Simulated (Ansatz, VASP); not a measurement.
## BiB in VASP and in Ansatz

```
B Bi
1.0
     0.00000    2.79538    2.74487
     2.79538    0.00000    2.74487
     2.79538    2.79538    0.00000
B Bi
1 1
Direct
  0.00000 0.00000 0.00000
  0.25000 0.25000 0.25000
```

Change from the starting cell: biaxial_xy strain +1.8%.

Alike in both runs: task single point; functional r2SCAN; k mesh 8 × 8 × 8; occupations fermi-dirac, width 0.02 eV; no spin polarisation.

|  | VASP | Ansatz |
| --- | --- | --- |
| version | VASP 6.6.1 | Ansatz 0.2.0 |
| potentials or method | VASP PAW PBE potentials, release 64 (B, Bi_d) | plane waves, PAW |
| plane-wave cutoff (eV) | 520 | 500 |
| valence electrons in the cell | 18 | 18 |

Ansatz gave:

- pressure (GPa): -2.7
- largest component of the traceless stress (GPa): 1.10

Question: Which values does VASP return?

Answer: Pressure (GPa): -2.7; largest component of the traceless stress (GPa): 1.11.

Caveats: the PAW data sets were made with another functional, which shifts forces and pressure a little (VASP). A k mesh can miss the band edges.
